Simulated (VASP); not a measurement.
Computed with r2SCAN meta-GGA, VASP's PBE PAW potentials (set 64) (plane waves; VASP 6.6.1).

A VASP calculation is set up with these files.

POSCAR:
```
CsCaF3
1
    4.5244993550    -0.0000000000    -0.0000000000
    0.0000000000     4.5244993550    -0.0000000000
   -0.0000000000     0.0000000000     4.5244993550
Cs Ca F
1 1 3
Direct
  0.0000000000   0.0000000000   0.0000000000
  0.5000000000   0.5000000000   0.5000000000
  0.0000000000   0.5000000000   0.5000000000
  0.5000000000   0.0000000000   0.5000000000
  0.5000000000   0.5000000000   0.0000000000
```

### KPOINTS
```
Automatic mesh
0
Gamma
6 6 6
0 0 0
```

### INCAR
```
! general
SYSTEM  = CsCaF3
PREC    = Accurate
ENCUT   = 520
LREAL   = .FALSE.
LASPH   = .TRUE.
NBANDS  = 72

! electronic loop
EDIFF   = 1E-7
NELM    = 100
ALGO    = Normal
LMAXMIX = 4
LMIXTAU = .TRUE.

! smearing
ISMEAR  = 0
SIGMA   = 0.01

! functional
METAGGA = R2SCAN

! output
LWAVE   = .FALSE.
LCHARG  = .FALSE.
NEDOS   = 1001

! other
LOPTICS = .TRUE.
LPEAD   = .TRUE.
CSHIFT  = 0.1
```

POTCAR, in this order: Cs_sv Ca_sv F (PBE.64 set). Program: vasp_std.

Unless said otherwise, spin-orbit coupling is left out, though it shifts the bands of the heavy elements here.

Q: Predict the energy per atom (σ→0), band gap (on the k-mesh).

A: 
```
Property                           Result
------------------------  ---------------
energy per atom (σ→0)     -12.004 eV/atom
band gap (on the k-mesh)          7.99 eV
```

**OSZICAR**
```
...
DAV:  22    -0.600190179898E+02   -0.17314E-04   -0.20076E-05  3088   0.170E-02    0.188E-02
DAV:  23    -0.600190216957E+02   -0.37059E-05   -0.81614E-06  3240   0.103E-02    0.124E-02
DAV:  24    -0.600190202498E+02    0.14459E-05   -0.14915E-06  3136   0.491E-03    0.551E-03
DAV:  25    -0.600190199310E+02    0.31873E-06   -0.17584E-07  3224   0.184E-03    0.292E-03
DAV:  26    -0.600190200863E+02   -0.15529E-06   -0.14010E-07  2952   0.158E-03    0.889E-04
DAV:  27    -0.600190201036E+02   -0.17276E-07   -0.10617E-07  2944   0.155E-03
   1 F= -.60019020E+02 E0= -.60019020E+02  d E =-.113912E-12
 imaginary and real dielectric function
```

The structure comes from a computed database's CsCaF3 entry (Pm-3m); how it stands against other phases isn't given here. It was relaxed first.
